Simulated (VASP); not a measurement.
Energy against volume of PbF$_{2}$ (fluorite). Computed with revPBE GGA, VASP's PBE PAW potentials (set 64) (plane waves; VASP). Numerical set-up: 520 eV cut-off, 6×6×6 Γ-centred mesh, Gaussian smearing of 0.050 eV, potentials Pb_d F.

```csv
V (Å³/atom),E (eV/atom)
17.491,-4.50706
18.049,-4.51880
18.607,-4.52310
19.165,-4.52104
```

Fit these four points and predict the energy of the run at 19.724 Å³/atom.

A cubic in V^(−2/3), the third-order Birch-Murnaghan form, passes through the four points with V0 = 18.69 Å³/atom and B0 = 60 GPa, and gives -4.5135 eV/atom there. The run gave -4.5137 eV/atom, -0.2 meV/atom from the fit; all five points give B0 = 59 GPa.

The compound is PbF2 in the fluorite structure, the β form. It was relaxed first, which changed the volume by +7 %.
